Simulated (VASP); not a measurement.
Computed with PBE GGA with spin-orbit coupling, VASP's PBE PAW potentials (set 64) (plane waves; VASP).

VASP ran on this input.

KPOINTS:
```
kpoints
0
Gamma
6 6 4
```

INCAR:
```
! general
SYSTEM       =PtS2
PREC         =Accurate
ENCUT        =300
LREAL        =.FALSE.   ! projection in real space or not
LASPH        =.TRUE.   ! aspherical one-centre terms

! electronic loop
EDIFF        =1E-6
NELM         =100
ALGO         =Normal
LMAXMIX      =6   ! l cut-off of mixed one-centre charges

! smearing
ISMEAR       =-1   ! Fermi-Dirac
SIGMA        =0.02   ! width (eV)

! functional
GGA          =PE   ! PBE
GGA_COMPAT   =.FALSE.

! spin
MAGMOM       =0.0 0.0 0.0 0.0 0.0 0.0 0.0 0.0 0.0
LSORBIT      =.TRUE.
LNONCOLLINEAR=.TRUE.

! ions
ISIF         =2

! output
LWAVE        =.FALSE.
LCHARG       =.FALSE.
LORBIT       =11   ! lm-projected
```

POSCAR:
```
PtS2
1.0
  1.7910630000  -3.1022120000   0.0000000000
  1.7910630000   3.1022120000   0.0000000000
  0.0000000000   0.0000000000   5.0999760000
Pt S
1 2
direct
  0.0000000000   0.0000000000   0.0000000000
  0.3333330000   0.6666670000   0.2300000000
  0.6666670000   0.3333330000   0.7700000000
```

POTCAR, in this order: Pt S (PBE.64 set). Program: vasp_ncl.

At this cut-off the stress carries a Pulay error, which pulls relaxed volumes low.

Q: Predict the energy per atom (σ→0), pressure, largest force.

A: 
```yaml
energy per atom (σ→0): -5.256 eV/atom
pressure: 4.23 GPa
largest_force: 0.545 eV/Å
```

OSZICAR:
```
...
DAV:   9    -0.157684290064E+02    0.98225E-02   -0.17692E-02  1584   0.159E+00    0.573E-01
DAV:  10    -0.157682636184E+02    0.16539E-03   -0.46311E-03  1656   0.539E-01    0.172E-01
DAV:  11    -0.157683638349E+02   -0.10022E-03   -0.28746E-04  1602   0.142E-01    0.806E-02
DAV:  12    -0.157683942870E+02   -0.30452E-04   -0.28403E-05  1700   0.520E-02    0.291E-02
DAV:  13    -0.157683971876E+02   -0.29006E-05   -0.45721E-06  1638   0.191E-02    0.142E-02
DAV:  14    -0.157683982116E+02   -0.10240E-05   -0.29499E-06  1588   0.136E-02    0.463E-03
DAV:  15    -0.157683985171E+02   -0.30548E-06   -0.32370E-07   930   0.465E-03
   1 F= -.15768399E+02 E0= -.15768399E+02  d E =-.909389E-11  mag=    -0.0000    -0.0000     0.0000
```

The structure is a typed PtS2 crystal (P-3m1). The cell was not relaxed at this level. The run is one of a series of settings (GGA_COMPAT = .FALSE., LNONCOLLINEAR = .TRUE., LSORBIT = .TRUE., MAGMOM = 0.0 0.0 0.0 0.0 0.0 0.0 0.0 0.0 0.0, program vasp_ncl against the base run), some of them coarse on purpose.
